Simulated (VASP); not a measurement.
A convergence study with VASP on LaB6 (space group no. 221 when undisturbed): one setting is varied, all else stays as given below, so the limit is that of these other settings. One atom is moved off its site, so that forces are finite.

```xyz
7
Lattice="4.1475 0.0000 0.0000 0.0000 4.1475 0.0000 0.0000 0.0000 4.1475" Properties=species:S:1:pos:R:3 pbc="T T T"
La     0.0000     0.0000     0.0500
B      3.3222     2.0738     2.0738
B      2.0738     0.8254     2.0738
B      2.0738     3.3222     2.0738
B      0.8254     2.0738     2.0738
B      2.0738     2.0738     3.3222
B      2.0738     2.0738     0.8254
```

Computed with PBE GGA, VASP's PBE PAW potentials (set 64) (plane waves; VASP 6.6.1). The tightest run used: 400 eV cut-off, 11×11×11 Γ-centred mesh, Fermi-Dirac smearing of 0.10 eV, potentials La B.

```csv
setting,E (eV/atom),pressure (GPa),largest force (eV/Å),irreducible k-points
2×2×2 mesh,-6.9227,0.34,0.590,6
3×3×3 mesh,-6.9777,1.55,0.343,6
4×4×4 mesh,-6.9972,1.02,0.270,18
```

Q: These are the cheaper rows. Estimate the results at 11×11×11 mesh, and how far the last row shown lies from them.

A: 
```csv
quantity,tightest run,last row shown is off by
E (eV/atom),-7.0053,0.0081
pressure (GPa),0.85,0.17
largest force (eV/Å),0.276,-0.005
```

Left out are rungs that failed or repeat a setting and relaxations that didn't move; long series are thinned to 24 rows.

The structure is a typed LaB6 crystal (space group no. 221). The cell was not relaxed at this level, it is distorted from the ideal structure. The electron count is odd and the run is not spin-polarised, which forces a metal.
